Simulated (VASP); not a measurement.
# AsC (Fm-3m) in VASP: further runs, part 2 of 3

VASP 6.6.1.

### Step 5. Relaxation of cell and atoms, r2SCAN

This run uses another cell than the first one, of 13.81 Å³/atom, 1.256 times its volume.

POSCAR reads:

```
AsC
1.0
    0.0000000000      2.3992690000      2.3992690000
    2.3992690000      0.0000000000      2.3992690000
    2.3992690000      2.3992690000      0.0000000000
C As
1 1
Direct
    0.0000000000      0.0000000000      0.0000000000
    0.5000000000      0.5000000000      0.5000000000
```

INCAR.step1 reads:

```
SYSTEM = AsC
PREC = Accurate ; ENCUT = 600
ISMEAR = -1 ; SIGMA = 0.1
LREAL = .False. ; LASPH = .True.
NELM = 80 ; GGA = PE
ALGO = Normal ; EDIFF = 1E-4
LWAVE = .True. ; LCHARG = .False.
```

INCAR.step2 reads:

```
SYSTEM = AsC
PREC = Accurate ; ENCUT = 600
EDIFF = 1E-6 ; ISMEAR = -1
SIGMA = 0.1 ; LREAL = .False.
LASPH = .True. ; NELM = 80
ALGO = Normal ; ISIF = 3
LWAVE = .False. ; LCHARG = .False.
METAGGA = R2SCAN ; LMIXTAU = .True.
IBRION = 2 ; NSW = 60
EDIFFG = -0.01 ; ISTART = 1
```

KPOINTS reads:

```
Automatic mesh
0
Gamma
  6 6 6
  0 0 0
```

Command:

```sh
cat potpaw_PBE.64/C/POTCAR potpaw_PBE.64/As/POTCAR > POTCAR
cp INCAR.step1 INCAR
mpirun -np 1 vasp_std > vasp.out
cp INCAR.step2 INCAR
mpirun -np 1 vasp_std > vasp.out
```

Run time: 65 s. Hardware: 1 thread of Intel Xeon 6975P-C (Granite Rapids), shared host; peak memory 0.17 GiB.

It converged, with:

```yaml
Free_energy: -21.5447 eV
Relaxed_volume: 11.00 Å³/atom
Relaxed_cell: a = 3.145 Å, b = 3.145 Å, c = 3.145 Å, α = 60.00°, β = 60.00°, γ = 60.00°
Space_group_after_relaxing_to_0.05_Å: Fm-3m (No. 225)
Energy_gained_by_relaxing: 246.1 meV/atom
Ionic_steps: 6
Pressure_after_relaxing: 0.0 GPa
Band_gap_on_the_k_mesh: none (metal or under the smearing width)
```

Step by step:
```csv
step,energy change (eV),largest force (eV/Å),pressure (GPa),volume (Å³)
1,0.0000,0.0000,-22.92,27.62
2,-0.4247,0.0000,15.24,20.45
3,-0.4921,0.0000,-0.41,22.05
4,-0.4921,0.0000,0.36,21.94
5,-0.4922,0.0000,-0.20,22.02
6,-0.4922,0.0000,0.00,21.99
```

Final structure:
```xyz
2
Lattice="0.0000 2.2237 2.2237 2.2237 0.0000 2.2237 2.2237 2.2237 0.0000" Properties=species:S:1:pos:R:3 pbc="T T T"
C     0.0000    0.0000    0.0000
As    2.2237    2.2237    2.2237
```

Levels at points of the mesh, in eV from the Fermi level:
```
           k point  band 1  band 2  band 3  band 4  band 5  band 6  band 7  band 8
(0.00, 0.00, 0.00)  -18.55   -1.31   -1.31   -1.31    0.14    7.92    7.92    7.92
(0.50, 0.00, 0.00)  -13.22  -13.20   -0.72   -0.72    1.95    1.95    3.14    4.22
(0.50, 0.50, 0.00)  -12.70   -9.18   -6.50   -4.90   -4.90    4.47   10.16   10.16
```

Caveat: the k mesh is coarse (spacing up to 0.38 Å⁻¹), so the values aren't converged; the volume moved by over 15 % at a fixed basis, so the end points are rough; the PAW data sets were made with another functional, which shifts forces and pressure a little.

### Step 6. Single point, r2SCAN

POSCAR reads:

```
AsC
1.0
    0.0000000000      2.2236803543      2.2236803543
    2.2236803543      0.0000000000      2.2236803543
    2.2236803543      2.2236803543      0.0000000000
C As
1 1
Direct
    0.0000000000      0.0000000000      0.0000000000
    0.5000000000      0.5000000000      0.5000000000
```

INCAR.step1 reads:

```
PREC = Accurate
ENCUT = 520
ISMEAR = -1
SIGMA = 0.1
LREAL = False
LASPH = True
NELM = 60
NBANDS = 12
GGA = PE
ALGO = Normal
EDIFF = 1E-4
LWAVE = True
LCHARG = False
```

INCAR.step2 reads:

```
PREC = Accurate
ENCUT = 520
EDIFF = 1E-7
ISMEAR = -1
SIGMA = 0.1
LREAL = False
LASPH = True
NELM = 60
ALGO = Normal
ISIF = 2
LWAVE = False
LCHARG = False
METAGGA = R2SCAN
LMIXTAU = True
NBANDS = 12
ISTART = 1
```

KPOINTS reads:

```
Automatic mesh
0
Gamma
  6 6 6
```

Potentials or basis: VASP PAW PBE potentials, release 64 (C, As).

Command:

```sh
cat potpaw_PBE.64/C/POTCAR potpaw_PBE.64/As/POTCAR > POTCAR
cp INCAR.step1 INCAR
mpirun -np 1 vasp_std > vasp.out
cp INCAR.step2 INCAR
mpirun -np 1 vasp_std > vasp.out
```

OUTCAR:

```text
PREC = Accurate
   ENCUT = 520
   EDIFF = 1E-7
   ISMEAR = -1
   LREAL = False
   LASPH = True
   NELM = 60
   ISIF = 2
   METAGGA = R2SCAN
   ISTART = 1

 ion  position               nearest neighbor table
   1  0.000  0.000  0.000-   2 2.22   2 2.22   2 2.22   2 2.22   2 2.22   2 2.22
   2  0.500  0.500  0.500-   1 2.22   1 2.22   1 2.22   1 2.22   1 2.22   1 2.22

  LATTYP: Found a face centered cubic cell.
 ALAT       =     4.4473607086

  Lattice vectors:

 A1 = (   0.0000000000,   2.2236803543,   2.2236803543)
 A2 = (   2.2236803543,   0.0000000000,   2.2236803543)
 A3 = (   2.2236803543,   2.2236803543,   0.0000000000)

Analysis of symmetry for initial positions (statically):
=====================================================================
 Subroutine PRICEL returns:
 Original cell was already a primitive cell.

 Routine SETGRP: Setting up the symmetry group for a
 face centered cubic supercell.

 Subroutine GETGRP returns: Found 48 space group operations
 (whereof 48 operations were pure point group operations)
 out of a pool of 48 trial point group operations.

The static configuration has the point symmetry O_h .

Analysis of symmetry for dynamics (positions and initial velocities):
=====================================================================
 Subroutine PRICEL returns:
 Original cell was already a primitive cell.

 Routine SETGRP: Setting up the symmetry group for a
 face centered cubic supercell.

 Subroutine GETGRP returns: Found 48 space group operations
 (whereof 48 operations were pure point group operations)
 out of a pool of 48 trial point group operations.

The dynamic configuration has the point symmetry O_h .

 Subroutine INISYM returns: Found 48 space group operations
 (whereof 48 operations are pure point group operations),
 and found     1 'primitive' translations

----------------------------------------------------------------------------------------

                                     Primitive cell

  volume of cell :      21.9911

  direct lattice vectors                    reciprocal lattice vectors
     0.000000000  2.223680354  2.223680354    -0.224852461  0.224852461  0.224852461
     2.223680354  0.000000000  2.223680354     0.224852461 -0.224852461  0.224852461
     2.223680354  2.223680354  0.000000000     0.224852461  0.224852461 -0.224852461

  length of vectors
     3.144758915  3.144758915  3.144758915     0.389455887  0.389455887  0.389455887

  position of ions in fractional coordinates (direct lattice)
     0.000000000  0.000000000  0.000000000
     0.500000000  0.500000000  0.500000000

  ion indices of the primitive-cell ions
   primitive index   ion index
                 1           1
                 2           2

----------------------------------------------------------------------------------------

 KPOINTS: Automatic mesh

Automatic generation of k-mesh.
 Grid dimensions read from file:
 generate k-points for:    6    6    6

 Generating k-lattice:

  Cartesian coordinates                     Fractional coordinates (reciprocal lattice)
    -0.037475410  0.037475410  0.037475410     0.166666667  0.000000000  0.000000000
     0.037475410 -0.037475410  0.037475410     0.000000000  0.166666667  0.000000000
[... 30 lines left out ...]
 -0.333333  0.500000  0.166667     12.000000
   k-points           NKPTS =     16   k-points in BZ     NKDIM =     16   number of bands    NBANDS=     12
   number of dos      NEDOS =    301   number of ions     NIONS =      2
   total plane-waves  NPLWV =  13824
   dimension x,y,z NGX =    24 NGY =   24 NGZ =   24
   dimension x,y,z NGXF=    48 NGYF=   48 NGZF=   48
   ions per type =               1   1
   NGX,Y,Z   is equivalent  to a cutoff of  12.69, 12.69, 12.69 a.u.
   NGXF,Y,Z  is equivalent  to a cutoff of  25.37, 25.37, 25.37 a.u.
 SYSTEM =  unknown system
   PREC   = accura    normal or accurate (medium, high low for compatibility)
   ISTART =      1    job   : 0-new  1-cont  2-samecut
   ICHARG =      0    charge: 1-file 2-atom 10-const
   ISPIN  =      1    spin polarized calculation?
   LNONCOLLINEAR =      F non collinear calculations
   LSORBIT =      F    spin-orbit coupling
   LASPH  =      T    aspherical Exc in radial PAW
   ENCUT  =  520.0 eV  38.22 Ry    6.18 a.u.   5.85  5.85  5.85*2*pi/ulx,y,z
   NELM   =     60;   NELMIN=  2; NELMDL=  0     # of ELM steps
   EDIFF  = 0.1E-06   stopping-criterion for ELM
   LREAL  =      F    real-space projection
   EDIFFG = 0.1E-05   stopping-criterion for IOM
   NSW    =      0    number of steps for IOM
   IBRION =     -1    ionic relax: 0-MD 1-quasi-New 2-CG
   NFREE  =      0    steps in history (QN), initial steepest desc. (CG)
   ISIF   =      2    stress and relaxation
   ISYM   =      2    0-nonsym 1-usesym 2-fastsym
   POTIM  = 0.5000    time-step for ionic-motion
   TEBEG  =    0.0;   TEEND  =   0.0 temperature during run
   PSTRESS=    0.0 pullay stress
   NELECT =       9.0000    total number of electrons
   NUPDOWN=      -1.0000    fix difference up-down
   EMIN   =  10.00;   EMAX   =-10.00  energy-range for DOS
   EFERMI =   0.00;   METHOD = LEGACY
   ISMEAR =    -1;   SIGMA  =   0.10  broadening in eV -4-tet -1-fermi 0-gaus
   EFERMI_NEDOS =   21; number of points for ismear=-14 and -15
   IALGO  =     38    algorithm
   IMIX   =      4    mixing-type and parameters
     AMIX     =   0.40;   BMIX     =  1.00
     AMIX_MAG =   1.60;   BMIX_MAG =  1.00
  volume/ion in A,a.u.               =      11.00        74.20
  Fermi-wavevector in a.u.,A,eV,Ry     =   1.215458  2.296883 20.100408  1.477338
  Thomas-Fermi vector in A             =   2.350844
   LORBIT       =      0    0 simple, 1 ext, 2 COOP (PROOUT), +10 PAW based schemes
   METAGGA = R2SCAN    functional components
   LHFCALC =     F    Hartree Fock is set to
   AEXX    =    0.0000 exact exchange contribution
   IVDW    =     0    specifies the selected vdW correction
   LEPSILON=     F    determine dielectric tensor
   LRPA    =     F    only Hartree local field effects (RPA)
 non-spin polarized calculation
  energy-cutoff  :      520.00
  volume of cell :       21.99
 maximum number of plane-waves:       609
   NGX = 11   NGY = 11   NGZ = 11

 number of electron       9.0000001 magnetization

 Free energy of the ion-electron system (eV)
  ---------------------------------------------------
  ext. energy  EPLUGINS =         0.00000000
  ---------------------------------------------------
  free energy    TOTEN  =       -21.53799364 eV

  energy without entropy =      -21.52083271  energy(sigma->0) =      -21.52941318

 E-fermi :   8.3564     XC(G=0): -12.6704

 val. band max:        8.0904407139   @ k =  -0.1667   0.1667   0.0000
 cond. band min:       8.4990224568   @ k =   0.0000   0.0000   0.0000
 fundamental gap:      0.4085817429
 Fermi energy:         8.3564426615

 k-point     1 :       0.0000    0.0000    0.0000
  band No.  band energies     occupation
      1     -10.1929      2.00000
      2       7.0514      2.00000
      3       7.0514      2.00000
      4       7.0514      2.00000
      5       8.4990      0.38751
      6      16.2800      0.00000
      7      16.2800      0.00000
      8      16.2800      0.00000
      9      18.4605      0.00000
     10      18.4605      0.00000
     11      18.4605      0.00000
     12      22.8082      0.00000
[... 211 lines left out ...]
 k-point    16 :      -0.3333    0.5000    0.1667
  band No.  band energies     occupation
      1      -3.5856      2.00000
      2      -1.2600      2.00000
      3      -0.0698      2.00000
      4       1.9183      2.00000
      5       7.9136      1.97642
      6      14.4503      0.00000
      7      15.5845      0.00000
      8      18.8126      0.00000
      9      19.3702      0.00000
     10      24.0069      0.00000
     11      29.8624      0.00000
     12      32.1092      0.00000

------------------------ aborting loop because EDIFF is reached ----------------------------------------

  FORCE on cell =-STRESS in cart. coord.  units (eV):
  Direction    XX          YY          ZZ          XY          YZ          ZX
  --------------------------------------------------------------------------------------
  -------------------------------------------------------------------------------------
  Total        0.0236696      0.0236696      0.0236696      0.0000000      0.0000000      0.0000000
  in kB        1.7244675      1.7244675      1.7244675      0.0000000      0.0000000      0.0000000
  external PRESSURE =       1.7244675 kB  Pullay stress =       0.0000000 kB

 VOLUME and BASIS-vectors are now :
 -----------------------------------------------------------------------------
  energy-cutoff  :      520.00
  volume of cell :       21.99
      direct lattice vectors                 reciprocal lattice vectors
     0.000000000  2.223680354  2.223680354    -0.224852461  0.224852461  0.224852461
     2.223680354  0.000000000  2.223680354     0.224852461 -0.224852461  0.224852461
     2.223680354  2.223680354  0.000000000     0.224852461  0.224852461 -0.224852461

 POSITION                                       TOTAL-FORCE (eV/Angst)
 -----------------------------------------------------------------------------------
      0.00000      0.00000      0.00000        -0.000000     -0.000000     -0.000000
      2.22368      2.22368      2.22368         0.000000      0.000000      0.000000
 -----------------------------------------------------------------------------------
    total drift:                                0.000000     -0.000000     -0.000000

  FREE ENERGIE OF THE ION-ELECTRON SYSTEM (eV)
  ---------------------------------------------------
  free  energy   TOTEN  =       -21.5379936373 eV

  energy  without entropy=      -21.5208327128  energy(sigma->0) =      -21.52941318
```

It took 16 s on 1 thread of Intel Xeon 6975P-C (Granite Rapids), shared host; peak memory 0.13 GiB.

Results:

```yaml
Free_energy: -21.5380 eV
Pressure: 0.2 GPa
Band_gap_on_the_k_mesh: none (metal or under the smearing width)
```

Levels at points of the mesh, in eV from the Fermi level:
| k point | band 1 | band 2 | band 3 | band 4 | band 5 | band 6 | band 7 | band 8 |
| --- | --- | --- | --- | --- | --- | --- | --- | --- |
| (0.00, 0.00, 0.00) | -18.55 | -1.31 | -1.31 | -1.31 | 0.14 | 7.92 | 7.92 | 7.92 |
| (0.50, 0.00, 0.00) | -13.22 | -13.20 | -0.72 | -0.72 | 1.95 | 1.95 | 3.14 | 4.22 |
| (0.50, 0.50, 0.00) | -12.70 | -9.18 | -6.50 | -4.90 | -4.90 | 4.47 | 10.16 | 10.16 |

Caveat: the k mesh is coarse (spacing up to 0.41 Å⁻¹), so the values aren't converged; the PAW data sets were made with another functional, which shifts forces and pressure a little.

(Part 2 of 3 ends here.)
